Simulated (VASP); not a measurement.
Here is a VASP 6.6.1 calculation.

The input run.py:

```python
from ase.calculators.vasp import Vasp
from ase.dft.bandgap import bandgap
from ase.io import read

atoms = read('POSCAR')
atoms.set_initial_magnetic_moments([3.0, 0.0, 0.0, 0.0, 0.0, 0.0, 0.0, 0.0])
calc = Vasp(
    directory='calc',
    xc='pbe',
    pp='PBE',
    setups='recommended',
    pp_version='54',
    prec='Accurate',
    encut=520,
    ediff=1e-06,
    ismear=0,
    sigma=0.1,
    lreal=False,
    lasph=True,
    nelm=150,
    algo='Fast',
    isif=2,
    lwave=False,
    lcharg=False,
    ispin=2,
    lorbit=11,
    lmaxmix=4,
    kpts=[5, 5, 5],
    gamma=True,
)
atoms.calc = calc

print('energy (eV):', atoms.get_potential_energy())
print('free energy (eV):', atoms.get_potential_energy(force_consistent=True))
print('forces (eV/A):')
print(atoms.get_forces())
print('stress (eV/A^3, Voigt):', atoms.get_stress())
print('Fermi level (eV):', calc.get_fermi_level())
print('moment (muB):', atoms.get_magnetic_moment())
print('site moments (muB):', atoms.get_magnetic_moments())
gap, top, bottom = bandgap(calc)
print('band gap (eV):', gap, 'from (spin, k, band)', top, 'to', bottom)
```

File POSCAR:

```
CaMg6Cr
1.0
    5.1723670000      0.0000000000      0.0000000000
    0.0000000000      3.2632100000      5.6438340000
    0.0000000000     -3.2632100000      5.6438340000
Cr Ca Mg
1 1 6
Direct
    0.5000000000      0.6629090000      0.6629090000
    0.0000000000      0.8296510000      0.8296510000
    0.5000000000      0.1663380000      0.1663380000
    0.5000000000      0.6634670000      0.1752350000
    0.5000000000      0.1752350000      0.6634670000
    0.0000000000      0.3355940000      0.3355940000
    0.0000000000      0.8253860000      0.3414200000
    0.0000000000      0.3414200000      0.8253860000
```

Potentials or basis: VASP PAW PBE potentials, release 54 (Cr_pv, Ca_sv, Mg).

Launch:

```bash
$ python run.py
```

(1) Predict the pressure.

(2) Estimate the largest force.

## Answers

(1) 0.1 GPa.

(2) 0.136 eV/Å.
